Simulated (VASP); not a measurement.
Output of a VASP run:

**OSZICAR**
```
...
       N       E                     dE             d eps       ncg     rms          rms(c)
DAV:   1    -0.521366393104E+03   -0.59233E-04   -0.22751E-02   420   0.368E-01    0.234E-02
RMM:   2    -0.521366411251E+03   -0.18147E-04   -0.35677E-04   362   0.416E-02    0.130E-02
RMM:   3    -0.521366407026E+03    0.42252E-05   -0.41541E-05   265   0.146E-02    0.785E-03
RMM:   4    -0.521366405308E+03    0.17178E-05   -0.14796E-05   223   0.753E-03
   7 F= -.52136641E+03 E0= -.52136641E+03  d E =-.223991E-01
       N       E                     dE             d eps       ncg     rms          rms(c)
DAV:   1    -0.521370722795E+03   -0.43158E-02   -0.10674E+00   372   0.265E+00    0.169E-01
RMM:   2    -0.521371832750E+03   -0.11100E-02   -0.18940E-02   362   0.316E-01    0.102E-01
RMM:   3    -0.521371692962E+03    0.13979E-03   -0.21391E-03   362   0.109E-01    0.662E-02
RMM:   4    -0.521371600921E+03    0.92041E-04   -0.94464E-04   362   0.618E-02    0.198E-02
RMM:   5    -0.521371611405E+03   -0.10484E-04   -0.15545E-04   368   0.244E-02    0.141E-02
RMM:   6    -0.521371613278E+03   -0.18732E-05   -0.24436E-05   239   0.104E-02
   8 F= -.52137161E+03 E0= -.52137161E+03  d E =-.520797E-02
       N       E                     dE             d eps       ncg     rms          rms(c)
DAV:   1    -0.521371635264E+03   -0.23860E-04   -0.55949E-03   420   0.191E-01    0.129E-02
RMM:   2    -0.521371640992E+03   -0.57279E-05   -0.99160E-05   351   0.228E-02    0.777E-03
RMM:   3    -0.521371640381E+03    0.61157E-06   -0.13101E-05   217   0.832E-03    0.504E-03
RMM:   4    -0.521371640078E+03    0.30262E-06   -0.38955E-06   213   0.411E-03
   9 F= -.52137164E+03 E0= -.52137164E+03  d E =-.523477E-02
       N       E                     dE             d eps       ncg     rms          rms(c)
DAV:   1    -0.521373442653E+03   -0.18023E-02   -0.36943E-01   372   0.156E+00    0.950E-02
RMM:   2    -0.521373796092E+03   -0.35344E-03   -0.55562E-03   362   0.170E-01    0.508E-02
RMM:   3    -0.521373779265E+03    0.16827E-04   -0.69707E-04   365   0.606E-02    0.327E-02
RMM:   4    -0.521373762457E+03    0.16808E-04   -0.22127E-04   362   0.308E-02    0.103E-02
RMM:   5    -0.521373765789E+03   -0.33320E-05   -0.38135E-05   253   0.124E-02
  10 F= -.52137377E+03 E0= -.52137377E+03  d E =-.212571E-02
       N       E                     dE             d eps       ncg     rms          rms(c)
DAV:   1    -0.521373973282E+03   -0.21082E-03   -0.11918E-01   372   0.885E-01    0.539E-02
RMM:   2    -0.521374090425E+03   -0.11714E-03   -0.18193E-03   362   0.978E-02    0.292E-02
RMM:   3    -0.521374085565E+03    0.48606E-05   -0.23161E-04   365   0.350E-02    0.189E-02
RMM:   4    -0.521374080476E+03    0.50884E-05   -0.73933E-05   336   0.178E-02
  11 F= -.52137408E+03 E0= -.52137408E+03  d E =-.244040E-02
       N       E                     dE             d eps       ncg     rms          rms(c)
DAV:   1    -0.521374735447E+03   -0.64988E-03   -0.21732E-01   372   0.119E+00    0.733E-02
RMM:   2    -0.521374948443E+03   -0.21300E-03   -0.32951E-03   362   0.131E-01    0.397E-02
RMM:   3    -0.521374931383E+03    0.17060E-04   -0.40524E-04   363   0.466E-02    0.250E-02
RMM:   4    -0.521374920062E+03    0.11321E-04   -0.14625E-04   355   0.243E-02    0.807E-03
RMM:   5    -0.521374922353E+03   -0.22914E-05   -0.27052E-05   244   0.985E-03
  12 F= -.52137492E+03 E0= -.52137492E+03  d E =-.841877E-03
```

**OUTCAR**
```
------------------------ aborting loop because EDIFF is reached ----------------------------------------
  FORCE on cell =-STRESS in cart. coord.  units (eV):
  Direction    XX          YY          ZZ          XY          YZ          ZX
  --------------------------------------------------------------------------------------
  Total        5.1446515      5.4016658     -7.2414585     -0.0142175      0.0064308      0.0016984
  in kB       10.7818209     11.3204546    -15.1761707     -0.0297961      0.0134772      0.0035594
  external PRESSURE =       2.3087016 kB  Pullay stress =       0.0000000 kB
  volume of cell :      764.49
      direct lattice vectors                 reciprocal lattice vectors
     4.693267657 -8.128978018  0.000000000     0.106535582 -0.061508347  0.000000000
     4.693267657  8.128978018  0.000000000     0.106535582  0.061508347  0.000000000
     0.000000000  0.000000000 10.019202616     0.000000000  0.000000000  0.099808342
  FREE ENERGIE OF THE ION-ELECTRON SYSTEM (eV)
  ---------------------------------------------------
  free  energy   TOTEN  =      -521.3749223534 eV

  energy  without entropy=     -521.3749223534  energy(sigma->0) =     -521.37492235

 reached required accuracy - stopping structural energy minimisation
```
(Selected blocks of OUTCAR.)

### POSCAR
```
Al35MgN36
1
    4.6932676572    -8.1289780179     0.0000000000
    4.6932676572     8.1289780179     0.0000000000
    0.0000000000     0.0000000000    10.0192026156
Al N Mg
35 36 1
Direct
  0.2222220000   0.1111110000   0.2500000000
  0.1111110000   0.2222220000   0.0000000000
  0.2222220000   0.1111110000   0.7500000000
  0.1074920000   0.2211480000   0.4992230000
  0.2160250000   0.4413550000   0.2456200000
  0.1111110000   0.5555560000   0.0000000000
  0.2261980000   0.4435630000   0.7485270000
  0.1102230000   0.5539940000   0.5047900000
  0.2222220000   0.7777780000   0.2500000000
  0.1111110000   0.8888890000   0.0000000000
  0.2222220000   0.7777780000   0.7500000000
  0.1111110000   0.8888890000   0.5000000000
  0.5555560000   0.1111110000   0.2500000000
  0.4444440000   0.2222220000   0.0000000000
  0.5555560000   0.1111110000   0.7500000000
  0.4461870000   0.2184350000   0.4975870000
  0.5575620000   0.4476980000   0.2541090000
  0.4444440000   0.5555560000   0.0000000000
  0.5496770000   0.4399160000   0.7536330000
  0.5604160000   0.7820530000   0.2489140000
  0.4444440000   0.8888890000   0.0000000000
  0.5492350000   0.7739550000   0.7529260000
  0.4447030000   0.8860210000   0.4976180000
  0.8888890000   0.1111110000   0.2500000000
  0.7777780000   0.2222220000   0.0000000000
  0.8888890000   0.1111110000   0.7500000000
  0.7777780000   0.2222220000   0.5000000000
  0.8888890000   0.4444440000   0.2500000000
  0.7777780000   0.5555560000   0.0000000000
  0.8888890000   0.4444440000   0.7500000000
  0.7757790000   0.5529830000   0.4973000000
  0.8888890000   0.7777780000   0.2500000000
  0.7777780000   0.8888890000   0.0000000000
  0.8888890000   0.7777780000   0.7500000000
  0.7772740000   0.8904390000   0.5000910000
  0.2222220000   0.1111110000   0.4410000000
  0.1111110000   0.2222220000   0.1910000000
  0.2222220000   0.1111110000   0.9410000000
  0.1111110000   0.2222220000   0.6910000000
  0.2230740000   0.4445940000   0.4363420000
  0.1111110000   0.5555560000   0.1910000000
  0.2222220000   0.4444440000   0.9410000000
  0.1111110000   0.5555560000   0.6910000000
  0.2222220000   0.7777780000   0.4410000000
  0.1111110000   0.8888890000   0.1910000000
  0.2222220000   0.7777780000   0.9410000000
  0.1111110000   0.8888890000   0.6910000000
  0.5555560000   0.1111110000   0.4410000000
  0.4444440000   0.2222220000   0.1910000000
  0.5555560000   0.1111110000   0.9410000000
  0.4444440000   0.2222220000   0.6910000000
  0.5518680000   0.4441120000   0.4381250000
  0.4435780000   0.5518850000   0.1884750000
  0.5555560000   0.4444440000   0.9410000000
  0.4471160000   0.5579420000   0.6930150000
  0.5553170000   0.7723350000   0.4416610000
  0.4444440000   0.8888890000   0.1910000000
  0.5555560000   0.7777780000   0.9410000000
  0.4444440000   0.8888890000   0.6910000000
  0.8888890000   0.1111110000   0.4410000000
  0.7777780000   0.2222220000   0.1910000000
  0.8888890000   0.1111110000   0.9410000000
  0.7777780000   0.2222220000   0.6910000000
  0.8888890000   0.4444440000   0.4410000000
  0.7777780000   0.5555560000   0.1910000000
  0.8888890000   0.4444440000   0.9410000000
  0.7777780000   0.5555560000   0.6910000000
  0.8888890000   0.7777780000   0.4410000000
  0.7777780000   0.8888890000   0.1910000000
  0.8888890000   0.7777780000   0.9410000000
  0.7777780000   0.8888890000   0.6910000000
  0.4395930000   0.5552440000   0.4992620000
```

Q: Write an INCAR and KPOINTS that could have produced this output.

A: This is not unique; one that fits is the input of the run itself, PBE GGA, plane waves, VASP's PBE PAW potentials (set 64).

**INCAR**
```
! general
SYSTEM=Al35MgN36
PREC  =Normal
ENCUT =400   ! plane-wave cut-off (eV)
LREAL =Auto   ! projection in real space or not
LASPH =.TRUE.   ! aspherical one-centre terms
ISYM  =0
NELECT=288.0

! electronic loop
EDIFF =1E-5   ! SCF stop (eV)
NELM  =100
NELMIN=4
ALGO  =Fast   ! Davidson, then RMM-DIIS

! smearing
ISMEAR=0   ! Gaussian
SIGMA =0.05

! functional
GGA   =PE   ! PBE

! ions
IBRION=2
NSW   =60   ! most ionic steps
ISIF  =2   ! forces and stress, cell fixed
EDIFFG=-0.03   ! ionic stop

! output
LWAVE =.TRUE.
LCHARG=.FALSE.
```

**KPOINTS**
```
Automatic mesh
0
Gamma
1 1 1
0 0 0
```

POTCAR, in this order: Al N Mg (PBE.64 set). Program: vasp_gam.

At this cut-off the stress carries a Pulay error, which pulls relaxed volumes low. The cell is charged, with a uniform compensating background. The supercell is sampled at Γ alone, which is coarse: total energies, pressure and levels can be off, energies of defects by several tenths of an eV.

The cell is a supercell with a defect, built from AlN (wurtzite): Mg_Al, charge -1. The run is not spin-polarised, so no state with unpaired spins was tried.
